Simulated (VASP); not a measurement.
Data:

```xyz
2
Lattice="0.0000 2.7324 2.7324 2.7324 0.0000 2.7324 2.7324 2.7324 0.0000" Properties=species:S:1:pos:R:3 pbc="T T T"
Mg     2.7324     2.7324     5.4648
Se     2.7324     2.7324     2.7324
```

Computed with r2SCAN meta-GGA, VASP's PBE PAW potentials (set 64) (plane waves; VASP). Run with 480 eV cut-off, 8×8×8 Γ-centred mesh, Gaussian smearing of 0.050 eV, potentials Mg Se.

Question: What does the run give for the energy per atom (σ→0), band gap (on the k-mesh) with the smallest direct gap where there is one?

Answer: 
```json
{
 "band gap (on the k-mesh)": "2.45 eV",
 "smallest direct gap (on the k-mesh)": "3.44 eV",
 "energy per atom (σ→0)": "-10.690 eV/atom"
}
```

Only differences to runs with the same potentials and settings are physical.

The compound is MgSe in the rock salt structure. It was relaxed first.
